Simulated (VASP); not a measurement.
An input for Ansatz (written as the equivalent of a VASP run, and not itself run):

Ansatz 0.2 input:
```yaml
crystal:
  lattice:
    - [0.0000000, 5.1341535, 0.0198613]
    - [5.2109948, 0.0000000, 0.0000000]
    - [0.0000000, -0.8703976, -5.2359989]
  atoms:
    - { symbol: Zr, position: [0.7230573, 0.9568514, 0.7900390] }
    - { symbol: Zr, position: [0.2769427, 0.4568514, 0.7099610] }
    - { symbol: Zr, position: [0.2769427, 0.0431486, 0.2099610] }
    - { symbol: Zr, position: [0.7230573, 0.5431486, 0.2900390] }
    - { symbol: O, position: [0.9317645, 0.6669761, 0.6555193] }
    - { symbol: O, position: [0.0682355, 0.1669761, 0.8444807] }
    - { symbol: O, position: [0.0682355, 0.3330239, 0.3444807] }
    - { symbol: O, position: [0.9317645, 0.8330239, 0.1555193] }
    - { symbol: O, position: [0.5509013, 0.2427905, 0.5207449] }
    - { symbol: O, position: [0.4490987, 0.7427905, 0.9792551] }
    - { symbol: O, position: [0.4490987, 0.7572095, 0.4792551] }
    - { symbol: O, position: [0.5509013, 0.2572095, 0.0207449] }
kpoints:
  mp_grid: { grid: [4, 4, 4] }
hamiltonian:
  xc: pbesol
  pseudopotentials: { kind: paw }
scf:
  occupations: { method: gaussian, width: 0.05 }
  max_iter: 100
relax:
  max_steps: 60
  f_tol: 0.02
  cell: {}
output: { forces: true, stress: true, eigenvalues: true }
```

Question: Translate this input to VASP (INCAR, KPOINTS, POSCAR, choice of POTCAR).

Answer: Several could match; the one computed here: 
### POSCAR
```
ZrO2
1.0
  0.0000000000   5.1341534673   0.0198613221
  5.2109947937   0.0000000000   0.0000000000
  0.0000000000  -0.8703975903  -5.2359988986
Zr O
4 8
Cart
  4.9861478529   3.0246391921  -4.1222823900
  2.3806504561   0.8039178897  -3.7118546358
  0.2248469408   1.2391166849  -1.0938551865
  2.8303443376   3.4598379873  -1.5042829407
  3.4756088653   4.2132593961  -3.4137920115
  0.8701114684  -0.3847023142  -4.4203450143
  1.7353859284   0.0504964809  -1.8023455650
  4.3408833253   4.6484581912  -0.7957925622
  1.2651799137   2.3751568528  -2.7156782349
  3.8706773105   1.4534002291  -5.1184587909
  3.9458148800   1.8885990242  -2.5004593416
  1.3403174832   2.8103556479  -0.0976787856
```

INCAR:
```
! general
SYSTEM   =  ZrO2
PREC     =  Accurate
ENCUT    =  520   ! plane-wave cut-off (eV)
LREAL    =  .False.   ! projection in real space or not
LASPH    =  .True.

! electronic loop
EDIFF    =  1E-6   ! SCF stop (eV)
NELM     =  100   ! most electronic steps
ALGO     =  Normal   ! blocked Davidson
LMAXMIX  =  4   ! l cut-off of mixed one-centre charges

! smearing
ISMEAR   =  0   ! Gaussian
SIGMA    =  0.05   ! width (eV)

! functional
GGA      =  PS

! ions
IBRION   =  2   ! conjugate gradients
NSW      =  60
ISIF     =  3
EDIFFG   =  -0.02

! output
LWAVE    =  .False.
LCHARG   =  .False.
```

### KPOINTS
```
kpoints
0
Gamma
4 4 4
0 0 0
```

POTCAR, in this order: Zr_sv O (PBE.64 set). Program: vasp_std.

What does not carry over: each code has its own PAW files, so the cut-off isn't converted (ENCUT is set for VASP's; basis.ecutwfc is left out, and Ansatz then takes the one that its files recommend); Ansatz stops its SCF on the density residual and VASP on the energy change (EDIFF).

The compound is ZrO2 in the monoclinic structure. This run relaxes it. Symmetry was kept, so distortions that lower it aren't found. The start is the result of an earlier pass.
